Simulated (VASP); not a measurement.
Output of a VASP run:

File OUTCAR:
```
 ion  position               nearest neighbor table
   1  0.000  0.000  0.000-   2 2.73   3 2.73   3 2.73   2 2.73   3 2.73   2 2.73
   2  0.333  0.667  0.215-   1 2.73   1 2.73   1 2.73
   3  0.667  0.333  0.785-   1 2.73   1 2.73   1 2.73
  LATTYP: Found a hexagonal cell.
 ALAT       =     3.8522371485
 C/A-ratio  =     1.9236795318
 Subroutine PRICEL returns:
 Original cell was already a primitive cell.
 Subroutine GETGRP returns: Found 12 space group operations
The static configuration has the point symmetry D_3d.
The dynamic configuration has the point symmetry D_3d.
 Subroutine INISYM returns: Found 12 space group operations
 Subroutine IBZKPT returns following result:
 Found     35 irreducible k-points:

 Following reciprocal coordinates:
            Coordinates               Weight
  0.000000  0.000000  0.000000      1.000000
  0.125000  0.000000  0.000000      6.000000
  0.250000  0.000000  0.000000      6.000000
  0.375000  0.000000  0.000000      6.000000
  0.500000  0.000000  0.000000      3.000000
  0.125000  0.125000  0.000000      6.000000
  0.250000  0.125000  0.000000     12.000000
  0.375000  0.125000  0.000000     12.000000
  0.250000  0.250000  0.000000      6.000000
  0.375000  0.250000  0.000000      6.000000
  0.000000  0.000000  0.250000      2.000000
  0.125000  0.000000  0.250000      6.000000
  0.000000  0.125000  0.250000      6.000000
  0.250000  0.000000  0.250000      6.000000
  0.000000  0.250000  0.250000      6.000000
  0.375000  0.000000  0.250000      6.000000
  0.000000  0.375000  0.250000      6.000000
  0.500000  0.000000  0.250000      6.000000
  0.125000  0.125000  0.250000     12.000000
  0.250000  0.125000  0.250000     12.000000
 -0.125000  0.375000  0.250000     12.000000
  0.375000  0.125000  0.250000     12.000000
 -0.125000  0.500000  0.250000     12.000000
  0.250000  0.250000  0.250000     12.000000
  0.375000  0.250000  0.250000     12.000000
  0.000000  0.000000  0.500000      1.000000
  0.125000  0.000000  0.500000      6.000000
  0.250000  0.000000  0.500000      6.000000
  0.375000  0.000000  0.500000      6.000000
  0.500000  0.000000  0.500000      3.000000
  0.125000  0.125000  0.500000      6.000000
  0.250000  0.125000  0.500000     12.000000
  0.375000  0.125000  0.500000     12.000000
  0.250000  0.250000  0.500000      6.000000
  0.375000  0.250000  0.500000      6.000000
   k-points           NKPTS =     35   k-points in BZ     NKDIM =     35   number of bands    NBANDS=     17
   number of dos      NEDOS =    601   number of ions     NIONS =      3
   total plane-waves  NPLWV =  50400
   dimension x,y,z NGX =    30 NGY =   30 NGZ =   56
   dimension x,y,z NGXF=    60 NGYF=   60 NGZF=  112
   ions per type =               1   2
   PREC   = accura    normal or accurate (medium, high low for compatibility)
   ISTART =      0    job   : 0-new  1-cont  2-samecut
   ICHARG =      2    charge: 1-file 2-atom 10-const
   ISPIN  =      1    spin polarized calculation?
   LNONCOLLINEAR =      F non collinear calculations
   LSORBIT =      F    spin-orbit coupling
   INIWAV =      1    electr: 0-lowe 1-rand  2-diag
   ENCUT  =  520.0 eV  38.22 Ry    6.18 a.u.   7.16  7.16 13.78*2*pi/ulx,y,z
   NELM   =    100;   NELMIN=  2; NELMDL= -5     # of ELM steps
   EDIFF  = 0.1E-06   stopping-criterion for ELM
   LREAL  =      F    real-space projection
   NLSPLINE    = F    spline interpolate recip. space projectors
   LMAXMIX     =    4 max onsite mixed and CHGCAR
   VOSKOWN=      0    Vosko Wilk Nusair interpolation
   EDIFFG = 0.1E-05   stopping-criterion for IOM
   NSW    =      0    number of steps for IOM
   NBLOCK =      1;   KBLOCK =      1    inner block; outer block
   IBRION =     -1    ionic relax: 0-MD 1-quasi-New 2-CG
   NFREE  =      0    steps in history (QN), initial steepest desc. (CG)
   ISIF   =      2    stress and relaxation
   ISYM   =      2    0-nonsym 1-usesym 2-fastsym
...
```

File OSZICAR:
```
       N       E                     dE             d eps       ncg     rms          rms(c)
DAV:   1     0.171525009185E+03    0.17153E+03   -0.12621E+04  1192   0.165E+03
DAV:   2    -0.148381316738E+02   -0.18636E+03   -0.18355E+03  1304   0.368E+02
DAV:   3    -0.360519800291E+02   -0.21214E+02   -0.20817E+02  1517   0.128E+02
DAV:   4    -0.367261069735E+02   -0.67413E+00   -0.67364E+00  1452   0.237E+01
DAV:   5    -0.367352717499E+02   -0.91648E-02   -0.91630E-02  1628   0.292E+00    0.792E+00
DAV:   6    -0.389866513409E+02   -0.22514E+01   -0.66823E+00  1194   0.371E+01    0.250E+00
DAV:   7    -0.364680548608E+02    0.25186E+01   -0.29863E+00  1385   0.136E+01    0.145E+00
DAV:   8    -0.364329823954E+02    0.35072E-01   -0.25737E-01  1416   0.560E+00    0.123E+00
DAV:   9    -0.364233238278E+02    0.96586E-02   -0.50113E-01  1233   0.550E+00    0.634E-01
DAV:  10    -0.363952691063E+02    0.28055E-01   -0.34629E-01  1209   0.534E+00    0.484E-01
DAV:  11    -0.364879438895E+02   -0.92675E-01   -0.48003E-02  1233   0.244E+00    0.119E-01
DAV:  12    -0.364889249179E+02   -0.98103E-03   -0.21062E-03  1484   0.446E-01    0.445E-02
DAV:  13    -0.364886372699E+02    0.28765E-03   -0.12839E-03  1288   0.456E-01    0.347E-02
DAV:  14    -0.364894098586E+02   -0.77259E-03   -0.54508E-04  1336   0.288E-01    0.158E-02
DAV:  15    -0.364894368373E+02   -0.26979E-04   -0.12404E-04  1412   0.127E-01    0.922E-03
DAV:  16    -0.364894939500E+02   -0.57113E-04   -0.19848E-05  1502   0.495E-02    0.535E-03
DAV:  17    -0.364895044490E+02   -0.10499E-04   -0.59651E-06  1236   0.279E-02    0.292E-03
DAV:  18    -0.364895095978E+02   -0.51488E-05   -0.16943E-06  1529   0.151E-02    0.159E-03
DAV:  19    -0.364895106424E+02   -0.10446E-05   -0.11798E-06  1227   0.123E-02    0.934E-04
DAV:  20    -0.364895106319E+02    0.10556E-07   -0.15382E-07   983   0.386E-03
   1 F= -.36489511E+02 E0= -.36489511E+02  d E =0.000000E+00
       N       E                     dE             ncg
       N       E                     dE             ncg
```

### OUTCAR
```
------------------------ aborting loop because EDIFF is reached ----------------------------------------
  FORCE on cell =-STRESS in cart. coord.  units (eV):
  Direction    XX          YY          ZZ          XY          YZ          ZX
  --------------------------------------------------------------------------------------
  Total       -0.0218545     -0.0218545      0.0706233      0.0000000      0.0000000     -0.0000000
  in kB       -0.3676627     -0.3676627      1.1881093      0.0000000      0.0000000     -0.0000000
  external PRESSURE =       0.1509280 kB  Pullay stress =       0.0000000 kB
  volume of cell :       95.24
      direct lattice vectors                 reciprocal lattice vectors
     1.926118480 -3.336135287  0.000000000     0.259589431 -0.149874018  0.000000000
     1.926118480  3.336135287  0.000000000     0.259589431  0.149874018  0.000000000
     0.000000000  0.000000000  7.410469754     0.000000000  0.000000000  0.134944212
 POSITION                                       TOTAL-FORCE (eV/Angst)
 -----------------------------------------------------------------------------------
      0.00000      0.00000      0.00000        -0.000000      0.000000     -0.000000
      1.92612      1.11205      1.59110         0.000000     -0.000000      0.014842
      1.92612     -1.11205      5.81937         0.000000      0.000000     -0.014842
 -----------------------------------------------------------------------------------
    total drift:                               -0.000000     -0.000000      0.000000
  FREE ENERGIE OF THE ION-ELECTRON SYSTEM (eV)
  ---------------------------------------------------
  free  energy   TOTEN  =       -36.4895106319 eV

  energy  without entropy=      -36.4895106319  energy(sigma->0) =      -36.48951063

 total charge

# of ion       s       p       d       tot
------------------------------------------
    1        0.988   0.993  10.101  12.082
    2        1.472   2.318   0.024   3.814
    3        1.472   2.318   0.024   3.814
--------------------------------------------------
tot          3.931   5.629  10.150  19.709

 Electric field gradients after diagonalization (V/A^2)
 (convention: |V_zz| > |V_xx| > |V_yy|)
----------------------------------------------------------------------
 ion       V_xx      V_yy      V_zz     asymmetry (V_yy - V_xx)/ V_zz
----------------------------------------------------------------------
   1       1.261     1.261    -2.522       0.000
   2      39.621    39.620   -79.241       0.000
   3      39.621    39.620   -79.241       0.000
```
(Selected blocks of OUTCAR.)

File POSCAR:
```
SnSe2
1
    1.9261184797    -3.3361352866     0.0000000000
    1.9261184797     3.3361352866     0.0000000000
    0.0000000000     0.0000000000     7.4104697544
Sn Se
1 2
Direct
  0.0000000000   0.0000000000   0.0000000000
  0.3333330000   0.6666670000   0.2147096900
  0.6666670000   0.3333330000   0.7852903100
```

Q: Reconstruct the remaining input files.

A: This is not unique; one that fits is the input of the run itself, TPSS meta-GGA, plane waves, VASP's PBE PAW potentials (set 64).

INCAR:
```
ALGO = Normal
EDIFF = 1E-7
ENCUT = 520
ISIF = 2
ISMEAR = -5
LASPH = T
LCHARG = F
LEFG = T
LMAXMIX = 4
LMIXTAU = T
LORBIT = 11
LREAL = F
LWAVE = F
METAGGA = TPSS
NEDOS = 601
NELM = 100
PREC = Accurate
SYSTEM = SnSe2
```

File KPOINTS:
```
Automatic mesh
0
Gamma
8 8 4
0 0 0
```

File KPOINTS_OPT:
```
k-points along high-symmetry lines
6
Line-mode
Reciprocal
  0.000000   0.000000   0.000000 ! GAMMA
  0.500000  -0.000000   0.000000 ! M

  0.500000  -0.000000   0.000000 ! M
  0.333333   0.333333   0.000000 ! K

  0.333333   0.333333   0.000000 ! K
  0.000000   0.000000   0.000000 ! GAMMA

  0.000000   0.000000   0.000000 ! GAMMA
  0.000000   0.000000   0.500000 ! A

  0.000000   0.000000   0.500000 ! A
  0.500000  -0.000000   0.500000 ! L

  0.500000  -0.000000   0.500000 ! L
  0.333333   0.333333   0.500000 ! H

  0.333333   0.333333   0.500000 ! H
  0.000000   0.000000   0.500000 ! A

  0.500000  -0.000000   0.500000 ! L
  0.500000  -0.000000   0.000000 ! M

  0.333333   0.333333   0.500000 ! H
  0.333333   0.333333   0.000000 ! K
```

POTCAR, in this order: Sn_d Se (PBE.64 set). Program: vasp_std.

Without a dispersion term in the relaxation, distances and binding between the weakly bound layers, chains or molecules are unreliable, and so is what depends on them.

The compound is SnSe2 in the 1T layered structure. It was relaxed first, which changed the volume by +23 %.
